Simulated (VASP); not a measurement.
A VASP calculation is set up with these files.

File POSCAR:
```
CdO
1
    2.9972664643    -0.0000000003     0.0000000000
   -1.4986332326     2.5957088113     0.0000000000
    0.0000000000     0.0000000000     5.5470095721
Cd O
2 2
Direct
  0.0000000000   0.0000000000   0.0000000000
  0.0000000000   0.0000000000   0.5000000000
  0.3333330000   0.6666670000   0.2500000000
  0.6666670000   0.3333330000   0.7500000000
```

File KPOINTS:
```
Automatic
0
G
 12 12 6
```

### INCAR
```
SYSTEM = CdO
PREC = Accurate
ENCUT = 620
EDIFF = 1E-6
NELM = 100
ALGO = Normal
LREAL = .FALSE.
LASPH = .TRUE.
ISMEAR = 1
SIGMA = 0.1
GGA = PS
LMAXMIX = 4
LWAVE = .FALSE.
LCHARG = .FALSE.
IBRION = 2
ISIF = 3
NSW = 40
EDIFFG = -0.02
PSTRESS = 450
```

POTCAR, in this order: Cd O (PBE.64 set). Program: vasp_std.

Task: Translate this PBEsol calculation to Quantum ESPRESSO's pw.x.

Result: One equivalent input (not run):
```
&CONTROL
  calculation = 'vc-relax'
  pseudo_dir = './pseudo'
  outdir = './out'
  tprnfor = .true.
  tstress = .true.
  nstep = 40
  forc_conv_thr = 0.00078
/
&SYSTEM
  ibrav = 0
  nat = 4
  ntyp = 2
  ecutwfc = 102
  occupations = 'smearing'
  smearing = 'methfessel-paxton'
  degauss = 0.00735
  input_dft = 'pbesol'
/
&ELECTRONS
  conv_thr = 7.3e-08
  electron_maxstep = 100
/
&IONS
/
&CELL
  press = 450
/
ATOMIC_SPECIES
  Cd 112.414 Cd.upf
  O 15.999 O.upf
CELL_PARAMETERS angstrom
     2.9972665   -0.0000000    0.0000000
    -1.4986332    2.5957088    0.0000000
     0.0000000    0.0000000    5.5470096
ATOMIC_POSITIONS crystal
  Cd   0.0000000  0.0000000  0.0000000
  Cd   0.0000000  0.0000000  0.5000000
  O    0.3333330  0.6666670  0.2500000
  O    0.6666670  0.3333330  0.7500000
K_POINTS automatic
  12 12 6 0 0 0
```
Limits of the translation: the potentials are each code's own (VASP's PAW set, PseudoDojo norm-conserving files in pw.x), so ENCUT and ecutwfc are chosen apart and not converted; conv_thr bounds pw.x's estimated SCF error, while EDIFF bounds the energy change between steps; forc_conv_thr acts on force components and is met together with etot_conv_thr.

The structure was generated: CdO was put into the NiAs type type (P6_3/mmc), which need not be its known phase. It was relaxed first under an external pressure of 45 GPa.
